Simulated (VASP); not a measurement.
A run of VASP 6.6.1 is set up as follows.

The input INCAR:

```
SYSTEM = CaScC3
PREC = Accurate
ENCUT = 600
EDIFF = 1E-6
ISMEAR = 0
SIGMA = 0.05
LREAL = .FALSE.
LASPH = .TRUE.
NELM = 60
ALGO = Normal
ISIF = 3
LWAVE = .FALSE.
LCHARG = .FALSE.
GGA = RP
IBRION = 2
NSW = 40
EDIFFG = -0.01
```

File KPOINTS:

```
Automatic mesh
0
G
  6 6 6
  0 0 0
```

Contents of POSCAR:

```
CaScC3
1.0
    4.2507900000      0.0000000000      0.0000000000
    0.0000000000      4.2507900000      0.0000000000
    0.0000000000      0.0000000000      4.2507900000
Ca Sc C
1 1 3
Direct
    0.5000000000      0.5000000000      0.5000000000
    0.0000000000      0.0000000000      0.0000000000
    0.5000000000      0.0000000000      0.0000000000
    0.0000000000      0.5000000000      0.0000000000
    0.0000000000      0.0000000000      0.5000000000
```

Potentials or basis: VASP PAW PBE potentials, release 64 (Ca_sv, Sc_sv, C).

Command:

```bash
$ cat potpaw_PBE.64/Ca_sv/POTCAR potpaw_PBE.64/Sc_sv/POTCAR potpaw_PBE.64/C/POTCAR > POTCAR
$ mpirun -np 1 vasp_std > vasp.out
```

Problem. What does it give for the relaxed volume?

Solution. 15.94 Å³/atom.

Problem. Predict the space group after relaxing (to 0.05 Å).

Solution. Pm-3m (No. 221).

The path:
| step | energy change (eV) | largest force (eV/Å) | pressure (GPa) | volume (Å³) |
| --- | --- | --- | --- | --- |
| 1 | 0.0000 | 0.0000 | 2.92 | 76.81 |
| 2 | -0.0252 | 0.0000 | -0.26 | 79.96 |
| 3 | -0.0254 | 0.0000 | 0.00 | 79.68 |

Caveat: the PAW data sets were made with another functional, which shifts forces and pressure a little.
